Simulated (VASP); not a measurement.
Input:

```yaml
crystal:
  lattice:
    - [0.00000, 2.01542, 2.01542]
    - [2.01542, 0.00000, 2.01542]
    - [2.01542, 2.01542, 0.00000]
  atoms:
    - { symbol: Li, position: [0.00000, 0.00000, 0.00000] }
    - { symbol: H, position: [0.50000, 0.50000, 0.50000] }
```

The numbers are results of vdW-DF-cx, VASP's PBE PAW potentials (set 64) (plane waves; VASP), not measurements. Settings: 520 eV cut-off, Gaussian smearing of 0.050 eV, potentials Li_sv H.

What does the run give for the band gap (along the path) with the smallest direct gap where there is one?

```json
{
  "band gap (along the path)": "3.11 eV",
  "smallest direct gap (along the path)": "3.11 eV"
}
```

The absolute energy has meaning only against runs of the same code, potentials and settings.

The compound is LiH in the rock salt structure. It was relaxed first.
